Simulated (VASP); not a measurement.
Runs of VASP 6.6.1 on Fe. It takes space group Im-3m (No. 229, cubic). The conventional cell has a = 2.886 Å, b = 2.886 Å, c = 2.886 Å, α = 90.00°, β = 90.00°, γ = 90.00°. Fe (site symmetry m-3m) has 8 Fe at 2.50 Å as nearest neighbours. 

| task | level | potentials or basis | cell | gap on the mesh (eV) | pressure (GPa) | moment (μB) | relaxed volume (Å³/atom) |
| --- | --- | --- | --- | --- | --- | --- | --- |
| single point | PBE | VASP PAW PBE potentials, release 64 (Fe) | as given | none | (b) | 2.27 | - |
| relaxation of cell and atoms | LDA | VASP PAW LDA potentials, release 64 (Fe) | relaxed | none | -0.1 | 1.95 | (a) |
| single point | r2SCAN | VASP PAW PBE potentials, release 64 (Fe) | as given | none | -4.8 | 2.64 | - |
| single point | LDA | VASP PAW LDA potentials, release 64 (Fe) | as given | none | -26.5 | 2.19 | - |
| relaxation of cell and atoms | r2SCAN | VASP PAW PBE potentials, release 64 (Fe) | relaxed | none | 0.0 | 2.62 | 11.70 |
| relaxation of cell and atoms | PBE | VASP PAW PBE potentials, release 64 (Fe) | relaxed | none | 0.1 | 2.17 | 11.32 |

Alike in all rows: spin collinear, ferromagnetic start; k mesh 18 × 18 × 18; cutoff (eV) 600; smearing methfessel-paxton 0.1 eV.

**Question.** Fill in the values left out.

**Answer.** (a) 10.36; (b) -9.7.

Caveats: the PAW data sets were made with another functional, which shifts forces and pressure a little (some runs); the volume moved by -14 % from the deposited cell, more than functionals usually miss (some runs); so large a pressure means that the cell lies far from this level's equilibrium, or that cutoff or potentials fall short (some runs).

A k mesh can miss the band edges.

A gap of «none» marks a metal or a gap under the smearing width.

Not every run made on this cell is shown here.
